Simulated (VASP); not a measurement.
Method: PBE GGA, VASP's PBE PAW potentials (set 64) (plane waves; VASP).

A VASP calculation is set up with these files.

**INCAR**
```
! general
SYSTEM    =  CdTe
PREC      =  Accurate
ENCUT     =  400
LREAL     =  F
LASPH     =  T

! electronic loop
EDIFF     =  1E-8
NELM      =  100
ALGO      =  Normal
LMAXMIX   =  4

! smearing
ISMEAR    =  0
SIGMA     =  0.01

! functional
GGA       =  PE

! ions
IBRION    =  8
NSW       =  1

! output
LWAVE     =  F
LCHARG    =  F

! other
LEPSILON  =  T
```

KPOINTS:
```
K-points
0
Gamma
 12 12 12
```

File POSCAR:
```
CdTe
1
   -0.0000000000     3.3040962557     3.3040962557
    3.3040962557    -0.0000000000     3.3040962557
    3.3040962557     3.3040962557     0.0000000000
Cd Te
1 1
Direct
  1.0000000000   0.0000000000   0.0000000000
  0.2500000000   0.2500000000   0.2500000000
```

POTCAR, in this order: Cd Te (PBE.64 set). Program: vasp_std.

The resulting files:

### OUTCAR
```


 HEAD OF MICROSCOPIC STATIC DIELECTRIC TENSOR (INDEPENDENT PARTICLE, excluding Hartree and local field effects)
 ------------------------------------------------------
          10.177028     0.000000     0.000000
           0.000000    10.177028     0.000000
           0.000000    -0.000000    10.177028
 ------------------------------------------------------

 MACROSCOPIC STATIC DIELECTRIC TENSOR (including local field effects in DFT)
 ------------------------------------------------------
           9.776312    -0.000000    -0.000000
          -0.000000     9.776312     0.000000
          -0.000000     0.000000     9.776312
 ------------------------------------------------------

 PIEZOELECTRIC TENSOR (including local field effects)  for field in x, y, z        (e  Angst)
          XX          YY          ZZ          XY          YZ          ZX
  --------------------------------------------------------------------------------
  x     0.00000     0.00000    -0.00000    -0.00000    -2.87335     0.00000
  y    -0.00000     0.00000    -0.00000     0.00000     0.00000    -2.87335
  z    -0.00000    -0.00000    -0.00000    -2.87335     0.00000    -0.00000

 PIEZOELECTRIC TENSOR (including local field effects)  for field in x, y, z        (C/m^2)
          XX          YY          ZZ          XY          YZ          ZX
  --------------------------------------------------------------------------------
  x     0.00000     0.00000    -0.00000    -0.00000    -0.63813     0.00000
  y    -0.00000     0.00000    -0.00000     0.00000     0.00000    -0.63813
  z    -0.00000    -0.00000    -0.00000    -0.63813     0.00000    -0.00000

 BORN EFFECTIVE CHARGES (including local field effects) (in |e|, cummulative output)
 ---------------------------------------------------------------------------------
 ion    1
    1     2.30622    -0.00000    -0.00000
    2     0.00000     2.30622    -0.00000
    3     0.00000     0.00000     2.30622
 ion    2
    1    -2.30622     0.00000     0.00000
    2     0.00000    -2.30622     0.00000
    3     0.00000    -0.00000    -2.30622

   1 f  =    3.969878 THz    24.943479 2PiTHz  132.420877 cm-1    16.418089 meV

   2 f  =    3.969878 THz    24.943479 2PiTHz  132.420877 cm-1    16.418089 meV

   3 f  =    3.969878 THz    24.943479 2PiTHz  132.420877 cm-1    16.418089 meV

   4 f/i=    0.001705 THz     0.010713 2PiTHz    0.056871 cm-1     0.007051 meV

   5 f/i=    0.001705 THz     0.010713 2PiTHz    0.056871 cm-1     0.007051 meV

   6 f/i=    0.001705 THz     0.010713 2PiTHz    0.056871 cm-1     0.007051 meV

 MACROSCOPIC STATIC DIELECTRIC TENSOR IONIC CONTRIBUTION
 ------------------------------------------------------
           3.461590    -0.000000    -0.000000
          -0.000000     3.461590    -0.000000
          -0.000000    -0.000000     3.461590
 ------------------------------------------------------

 ELASTIC MODULI CONTR FROM IONIC RELAXATION (kBar)
 Direction    XX          YY          ZZ          XY          YZ          ZX
 --------------------------------------------------------------------------------
 XX          -0.0000      0.0000      0.0000     -0.0000      0.0000      0.0000
 YY           0.0000     -0.0000     -0.0000     -0.0000     -0.0000     -0.0000
 ZZ           0.0000     -0.0000     -0.0000      0.0000     -0.0000      0.0000
 XY          -0.0000     -0.0000      0.0000   -127.1776      0.0000      0.0000
 YZ           0.0000     -0.0000     -0.0000      0.0000   -127.1776      0.0000
 ZX           0.0000     -0.0000      0.0000      0.0000      0.0000   -127.1776
 --------------------------------------------------------------------------------

 PIEZOELECTRIC TENSOR IONIC CONTR  for field in x, y, z        (C/m^2)
          XX          YY          ZZ          XY          YZ          ZX
  --------------------------------------------------------------------------------
  x    -0.00000     0.00000     0.00000    -0.00000     0.62433    -0.00000
  y    -0.00000     0.00000    -0.00000    -0.00000    -0.00000     0.62433
  z     0.00000     0.00000    -0.00000     0.62433    -0.00000    -0.00000
```
(Selected blocks of OUTCAR.)

The dielectric response may not be converged in the k-mesh; for small gaps it tends to come out too large.

The compound is CdTe in the zinc blende structure. It was relaxed first, which changed the volume by +6 %.
